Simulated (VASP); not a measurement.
A run of VASP 6.6.1 is set up as follows.

The input INCAR:

```
SYSTEM = LiPb
ALGO     = Normal         ! electronic algorithm
EDIFF    = 1E-6           ! SCF threshold, eV
ENCUT    = 520            ! plane-wave cutoff, eV
ISIF     = 2              ! what is computed and relaxed
ISMEAR   = -1             ! smearing method
LASPH    = .TRUE.         ! aspherical terms in the spheres
LCHARG   = .FALSE.        ! write CHGCAR
LREAL    = .FALSE.        ! projectors in reciprocal space
LWAVE    = .FALSE.        ! write WAVECAR
NBANDS   = 16             ! bands
NELM     = 100            ! most SCF steps
PREC     = Accurate       ! precision mode
SIGMA    = 0.1            ! smearing width, eV
```

Contents of KPOINTS:

```
k-points
0
G
  7 7 7
  0 0 0
```

File POSCAR:

```
LiPb
1.0
    2.4935000000      1.4396230000      2.0626670000
   -2.4935000000      1.4396230000      2.0626670000
    0.0000000000     -2.8792460000      2.0626670000
Li Pb
1 1
Direct
    0.5000000000      0.5000000000      0.5000000000
    0.0000000000      0.0000000000      0.0000000000
```

Potentials or basis: VASP PAW LDA potentials, release 64 (Li_sv, Pb_d).

Run with:

```bash
$ cat potpaw_LDA.64/Li_sv/POTCAR potpaw_LDA.64/Pb_d/POTCAR > POTCAR
$ mpirun -np 1 vasp_std > vasp.out
```

**Question.** Predict the band gap on the k mesh.

**Answer.** None (metal or under the smearing width).

 The run has no spin-orbit coupling, so splittings on Pb are missing.
